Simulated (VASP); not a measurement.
Input:

```
CELL_PARAMETERS angstrom
      0.00000     3.00000     3.00000
      3.00000     0.00000     3.00000
      3.00000     3.00000     0.00000
ATOMIC_POSITIONS crystal
  Li 0.25000 0.25000 0.25000
  Li 0.75000 0.75000 0.75000
  Se 0.00000 0.00000 0.00000
```

Level of theory: HSE06 screened hybrid, VASP's PBE PAW potentials (set 64) (plane waves; VASP 6.6.1). Numerical set-up: 520 eV cut-off, 6×6×6 Γ-centred mesh, Gaussian smearing of 0.050 eV, potentials Li_sv Se.

Problem. Predict the energy per atom (σ→0), band gap (over the mesh, the named points and PBE's band edges) with the smallest direct gap where there is one.

Solution. 
* **band gap (over the mesh, the named points and PBE's band edges)**: 3.85 eV
* **smallest direct gap (over the mesh, the named points and PBE's band edges)**: 4.38 eV
* **energy per atom (σ→0)**: -4.197 eV/atom

The absolute energy has meaning only against runs of the same code, potentials and settings.

The compound is Li2Se in the antifluorite structure. The cell was not relaxed at this level.
